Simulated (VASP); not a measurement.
# Sn2GeO2 (P-3m1) in VASP: notebook

Aim: see how the results for Sn2GeO2 move with the level of theory and the settings. Levels: PBE, r2SCAN. Tasks: relaxation of cell and atoms, single point.

All numbers are computed with VASP 6.6.1; they aren't measurements. Logs are shortened: lines on timing, memory, paths and dates and some standing lists are left out, and cuts for length are marked.

## 1. The crystal as given

Symmetry: P-3m1, No. 164, trigonal system. Conventional cell: a = 3.720 Å, b = 3.720 Å, c = 7.444 Å, α = 90.00°, β = 90.00°, γ = 120.00°. Around Sn (site symmetry 3m) lie 4 O at 2.26 to 2.27 Å. Ge (site symmetry -3m) is surrounded by 6 Sn at 3.10 Å. Around O (site symmetry 3m) lie 4 Sn at 2.26 to 2.27 Å.

The cell was built by a generator and needn't be a form met in nature.

## 2. Relaxation of cell and atoms, PBE

INCAR

```
PREC = Accurate
ENCUT = 520
EDIFF = 1E-6
ISMEAR = 0
SIGMA = 0.1
LREAL = False
LASPH = True
NELM = 120
ALGO = Normal
ISIF = 3
LWAVE = False
LCHARG = False
GGA = PE
IBRION = 2
NSW = 90
EDIFFG = -0.01
KPAR = 4
```

KPOINTS

```
regular mesh
0
Gamma
  10 10 4
```

POSCAR

```
Sn2GeO2
1.0
    3.7197339200      0.0000000000      0.0000000000
   -1.8598669600      3.2213840700      0.0000000000
    0.0000000000      0.0000000000      7.4440000000
Sn Ge O
2 1 2
Direct
    0.6666666700      0.3333333300      0.7000268700
    0.3333333300      0.6666666700      0.2999731300
    0.0000000000      0.0000000000      0.0000000000
    0.3333333300      0.6666666700      0.6050510500
    0.6666666700      0.3333333300      0.3949489500
```

Potentials or basis: VASP PAW PBE potentials, release 64 (Sn_d, Ge_d, O).

Run with:

```sh
$ cat potpaw_PBE.64/Sn_d/POTCAR potpaw_PBE.64/Ge_d/POTCAR potpaw_PBE.64/O/POTCAR > POTCAR
$ mpirun -np 4 vasp_std > vasp.out
```

OUTCAR:

```text
PREC = Accurate
   ENCUT = 520
   EDIFF = 1E-6
   ISMEAR = 0
   LREAL = False
   LASPH = True
   NELM = 120
   ISIF = 3
   GGA = PE
   IBRION = 2
   NSW = 90
   EDIFFG = -0.01

 ion  position               nearest neighbor table
   1  0.667  0.333  0.700-   4 2.26   4 2.26   4 2.26   5 2.27   3 3.10   3 3.10   3 3.10   2 3.67
                             2 3.67   2 3.67
   2  0.333  0.667  0.300-   5 2.26   5 2.26   5 2.26   4 2.27   3 3.10   3 3.10   3 3.10   1 3.67
                             1 3.67   1 3.67
   3  0.000  0.000  0.000-   1 3.10   2 3.10   2 3.10   1 3.10   1 3.10   2 3.10
   4  0.333  0.667  0.605-   1 2.26   1 2.26   1 2.26   2 2.27
   5  0.667  0.333  0.395-   2 2.26   2 2.26   2 2.26   1 2.27

  LATTYP: Found a hexagonal cell.
 ALAT       =     3.7197339200
 C/A-ratio  =     2.0012184097

  Lattice vectors:

 A1 = (   3.7197339200,   0.0000000000,   0.0000000000)
 A2 = (  -1.8598669600,   3.2213840700,   0.0000000000)
 A3 = (   0.0000000000,   0.0000000000,   7.4440000000)

Analysis of symmetry for initial positions (statically):
=====================================================================
 Subroutine PRICEL returns:
 Original cell was already a primitive cell.

 Routine SETGRP: Setting up the symmetry group for a
 hexagonal supercell.

 Subroutine GETGRP returns: Found 12 space group operations
 (whereof 12 operations were pure point group operations)
 out of a pool of 24 trial point group operations.

The static configuration has the point symmetry D_3d.

Analysis of symmetry for dynamics (positions and initial velocities):
=====================================================================
 Subroutine PRICEL returns:
 Original cell was already a primitive cell.

 Routine SETGRP: Setting up the symmetry group for a
 hexagonal supercell.

 Subroutine GETGRP returns: Found 12 space group operations
 (whereof 12 operations were pure point group operations)
 out of a pool of 24 trial point group operations.

The dynamic configuration has the point symmetry D_3d.

 Subroutine INISYM returns: Found 12 space group operations
 (whereof 12 operations are pure point group operations),
 and found     1 'primitive' translations

----------------------------------------------------------------------------------------

                                     Primitive cell

  volume of cell :      89.1992

  direct lattice vectors                    reciprocal lattice vectors
     3.719733920  0.000000000  0.000000000     0.268836433  0.155212787  0.000000000
    -1.859866960  3.221384070  0.000000000     0.000000000  0.310425574  0.000000000
     0.000000000  0.000000000  7.444000000     0.000000000  0.000000000  0.134336378

  length of vectors
     3.719733920  3.719733920  7.444000000     0.310425574  0.310425574  0.134336378

  position of ions in fractional coordinates (direct lattice)
     0.666666670  0.333333330  0.700026870
     0.333333330  0.666666670  0.299973130
     0.000000000  0.000000000  0.000000000
     0.333333330  0.666666670  0.605051050
     0.666666670  0.333333330  0.394948950

  ion indices of the primitive-cell ions
   primitive index   ion index
                 1           1
                 2           2
                 3           3
                 4           4
                 5           5

----------------------------------------------------------------------------------------

 KPOINTS: regular mesh

Automatic generation of k-mesh.
 Grid dimensions read from file:
 generate k-points for:   10   10    4

 Generating k-lattice:

  Cartesian coordinates                     Fractional coordinates (reciprocal lattice)
     0.026883643  0.015521279  0.000000000     0.100000000  0.000000000  0.000000000
     0.000000000  0.031042557  0.000000000     0.000000000  0.100000000  0.000000000
     0.000000000  0.000000000  0.033584095     0.000000000  0.000000000  0.250000000

  Length of vectors
     0.031042557  0.031042557  0.033584095

  Shift w.r.t. Gamma in fractional coordinates (k-lattice)
     0.000000000  0.000000000  0.000000000

 Subroutine IBZKPT returns following result:
 ===========================================

 Found     50 irreducible k-points:

 Following reciprocal coordinates:
            Coordinates               Weight
  0.000000  0.000000  0.000000      1.000000
  0.100000  0.000000  0.000000      6.000000
  0.200000  0.000000  0.000000      6.000000
  0.300000  0.000000  0.000000      6.000000
  0.400000  0.000000  0.000000      6.000000
  0.500000  0.000000  0.000000      3.000000
[... 16 lines left out ...]
  0.000000  0.400000  0.250000      6.000000
  0.500000  0.000000  0.250000      6.000000
 [... further k-points ...]
   k-points           NKPTS =     50   k-points in BZ     NKDIM =     50   number of bands    NBANDS=     32
   number of dos      NEDOS =    301   number of ions     NIONS =      5
   total plane-waves  NPLWV =  43904
   dimension x,y,z NGX =    28 NGY =   28 NGZ =   56
   dimension x,y,z NGXF=    56 NGYF=   56 NGZF=  112
   ions per type =               2   1   2
   NGX,Y,Z   is equivalent  to a cutoff of  12.51, 12.51, 12.51 a.u.
   NGXF,Y,Z  is equivalent  to a cutoff of  25.03, 25.03, 25.01 a.u.
 SYSTEM =  unknown system
   PREC   = accura    normal or accurate (medium, high low for compatibility)
   ISTART =      0    job   : 0-new  1-cont  2-samecut
   ICHARG =      2    charge: 1-file 2-atom 10-const
   ISPIN  =      1    spin polarized calculation?
   LNONCOLLINEAR =      F non collinear calculations
   LSORBIT =      F    spin-orbit coupling
   LASPH  =      T    aspherical Exc in radial PAW
   ENCUT  =  520.0 eV  38.22 Ry    6.18 a.u.   6.92  6.92 13.84*2*pi/ulx,y,z
   NELM   =    120;   NELMIN=  2; NELMDL= -5     # of ELM steps
   EDIFF  = 0.1E-05   stopping-criterion for ELM
   LREAL  =      F    real-space projection
   EDIFFG = -.1E-01   stopping-criterion for IOM
   NSW    =     90    number of steps for IOM
   IBRION =      2    ionic relax: 0-MD 1-quasi-New 2-CG
   NFREE  =      1    steps in history (QN), initial steepest desc. (CG)
   ISIF   =      3    stress and relaxation
   ISYM   =      2    0-nonsym 1-usesym 2-fastsym
   POTIM  = 0.5000    time-step for ionic-motion
   TEBEG  =    0.0;   TEEND  =   0.0 temperature during run
   PSTRESS=    0.0 pullay stress
   NELECT =      54.0000    total number of electrons
   NUPDOWN=      -1.0000    fix difference up-down
   EMIN   =  10.00;   EMAX   =-10.00  energy-range for DOS
   EFERMI =   0.00;   METHOD = LEGACY
   ISMEAR =     0;   SIGMA  =   0.10  broadening in eV -4-tet -1-fermi 0-gaus
   EFERMI_NEDOS =   21; number of points for ismear=-14 and -15
   IALGO  =     38    algorithm
   IMIX   =      4    mixing-type and parameters
     AMIX     =   0.40;   BMIX     =  1.00
     AMIX_MAG =   1.60;   BMIX_MAG =  1.00
  volume/ion in A,a.u.               =      17.84       120.39
  Fermi-wavevector in a.u.,A,eV,Ry     =   1.384902  2.617086 26.095357  1.917955
  Thomas-Fermi vector in A             =   2.509363
   LORBIT       =      0    0 simple, 1 ext, 2 COOP (PROOUT), +10 PAW based schemes
   GGA     = PE    functional components
   LHFCALC =     F    Hartree Fock is set to
   AEXX    =    0.0000 exact exchange contribution
   IVDW    =     0    specifies the selected vdW correction
   LEPSILON=     F    determine dielectric tensor
   LRPA    =     F    only Hartree local field effects (RPA)
 conjugate gradient relaxation of ions
 non-spin polarized calculation
 Gauss-broadening in eV      SIGMA  =   0.10
  energy-cutoff  :      520.00
  volume of cell :       89.20
 maximum number of plane-waves:      2423
   NGX = 13   NGY = 13   NGZ = 27

--------------------------------------- Ionic step        1  -------------------------------------------

 number of electron      54.0000002 magnetization

 Free energy of the ion-electron system (eV)
  ---------------------------------------------------
  ext. energy  EPLUGINS =         0.00000000
  ---------------------------------------------------
  free energy    TOTEN  =       -25.34350847 eV

  energy without entropy =      -25.32750319  energy(sigma->0) =      -25.33550583

------------------------ aborting loop because EDIFF is reached ----------------------------------------

  FORCE on cell =-STRESS in cart. coord.  units (eV):
  Direction    XX          YY          ZZ          XY          YZ          ZX
  --------------------------------------------------------------------------------------
  -------------------------------------------------------------------------------------
  Total        0.4702351      0.4702351     -0.5640979      0.0000000      0.0000000      0.0000000
  in kB        8.4462680      8.4462680    -10.1322126      0.0000000      0.0000000      0.0000000
  external PRESSURE =       2.2534411 kB  Pullay stress =       0.0000000 kB
[... 98 lines left out ...]
  FREE ENERGIE OF THE ION-ELECTRON SYSTEM (eV)
  ---------------------------------------------------
  free  energy   TOTEN  =       -25.3622710072 eV

  energy  without entropy=      -25.3482188668  energy(sigma->0) =      -25.35524494

[... ionic steps 4 to 13 ...]

--------------------------------------- Ionic step       14  -------------------------------------------

 number of electron      53.9999986 magnetization

------------------------ aborting loop because EDIFF is reached ----------------------------------------
[... 73 lines left out ...]
--------------------------------------- Ionic step       16  -------------------------------------------

 number of electron      53.9999986 magnetization

 Free energy of the ion-electron system (eV)
  ---------------------------------------------------
  ext. energy  EPLUGINS =         0.00000000
  ---------------------------------------------------
  free energy    TOTEN  =       -25.41192185 eV

  energy without entropy =      -25.40112778  energy(sigma->0) =      -25.40652482

 E-fermi :   7.4779     XC(G=0): -10.6157

 val. band max:        7.4543562231   @ k =   0.0000   0.0000   0.5000
 cond. band min:       7.4853052462   @ k =   0.3000   0.2000   0.5000
 fundamental gap:      0.0309490230
 Fermi energy:         7.4779364428

 k-point     1 :       0.0000    0.0000    0.0000
  band No.  band energies     occupation
      1     -17.4622      2.00000
      2     -17.4622      2.00000
      3     -17.3872      2.00000
      4     -17.3872      2.00000
      5     -17.3573      2.00000
      6     -14.8102      2.00000
[... 829 lines left out ...]
     31      11.7489      0.00000
     32      11.7705      0.00000

 [... further k-points ...]

------------------------ aborting loop because EDIFF is reached ----------------------------------------

  FORCE on cell =-STRESS in cart. coord.  units (eV):
  Direction    XX          YY          ZZ          XY          YZ          ZX
  --------------------------------------------------------------------------------------
  -------------------------------------------------------------------------------------
  Total       -0.0172875     -0.0172875     -0.0106489     -0.0000000      0.0000000      0.0000000
  in kB       -0.3159957     -0.3159957     -0.1946507     -0.0000000      0.0000000      0.0000000
  external PRESSURE =      -0.2755474 kB  Pullay stress =       0.0000000 kB
[... 20 lines left out ...]
  FREE ENERGIE OF THE ION-ELECTRON SYSTEM (eV)
  ---------------------------------------------------
  free  energy   TOTEN  =       -25.4119218543 eV

  energy  without entropy=      -25.4011277770  energy(sigma->0) =      -25.40652482

 reached required accuracy - stopping structural energy minimisation
```

Run time: 4.3 min. Hardware: 4 MPI ranks of Intel Xeon Platinum 8488C (Sapphire Rapids), shared host; peak memory 0.29 GiB.

Results:

```yaml
Free_energy: -25.4119 eV
Relaxed_volume: 17.53 Å³/atom
Relaxed_cell: a = 3.850 Å, b = 3.850 Å, c = 6.830 Å, α = 90.00°, β = 90.00°, γ = 120.00°
Space_group_after_relaxing_to_0.05_Å: P-3m1 (No. 164)
Energy_gained_by_relaxing: 13.7 meV/atom
Ionic_steps: 16
Pressure_after_relaxing: 0.0 GPa
Largest_force_after_relaxing: 0.003 eV/Å
Band_gap_on_the_k_mesh: none (metal or under the smearing width)
```

Forces in eV/Å, atoms in the order of the input:
```
Sn   0.000  0.000 -0.001
Sn   0.000  0.000  0.001
Ge   0.000  0.000  0.000
O    0.000  0.000  0.003
O    0.000  0.000 -0.003
```

The path:
```tsv
step	energy change (eV)	largest force (eV/Å)	pressure (GPa)	volume (Å³)
1	0.0000	0.2944	0.23	89.20
2	-0.0146	0.1026	-0.46	89.52
3	-0.0188	0.1109	-1.01	89.81
4	-0.0276	0.2075	-0.10	88.92
5	-0.0289	0.2681	0.25	88.54
6	-0.0371	0.2237	0.24	88.43
7	-0.0556	0.2160	0.49	88.05
8	-0.0503	0.4580	1.27	87.09
9	-0.0613	0.3276	0.80	87.66
10	-0.0666	0.1004	-0.30	88.25
11	-0.0666	0.0986	-0.24	88.25
12	-0.0676	0.0689	-0.21	88.05
13	-0.0683	0.0251	0.06	87.51
14	-0.0684	0.0126	0.03	87.62
15	-0.0684	0.0110	0.01	87.64
16	-0.0684	0.0034	-0.03	87.65
```

Final structure:
```
Sn Ge O
1.0
     3.84956    0.00000    0.00000
    -1.92478    3.33382    0.00000
     0.00000    0.00000    6.82978
Sn Ge O
2 1 2
Direct
  0.66667 0.33333 0.70904
  0.33333 0.66667 0.29096
  0.00000 0.00000 0.00000
  0.33333 0.66667 0.60773
  0.66667 0.33333 0.39227
```

Levels at points of the mesh, in eV from the Fermi level:
```csv
k point,band 25,band 26,band 27,band 28,band 29,band 30
"(0.00, 0.00, 0.00)",-2.84,-2.70,1.20,1.20,2.38,3.52
"(0.50, 0.00, 0.00)",-2.77,-2.22,-1.90,0.11,1.45,2.90
"(0.00, 0.00, 0.50)",-3.62,-0.02,1.31,1.31,1.96,3.14
"(0.50, 0.00, 0.50)",-4.00,-1.80,-1.14,0.05,1.07,2.37
```

(Part 1 of 2 ends here.)
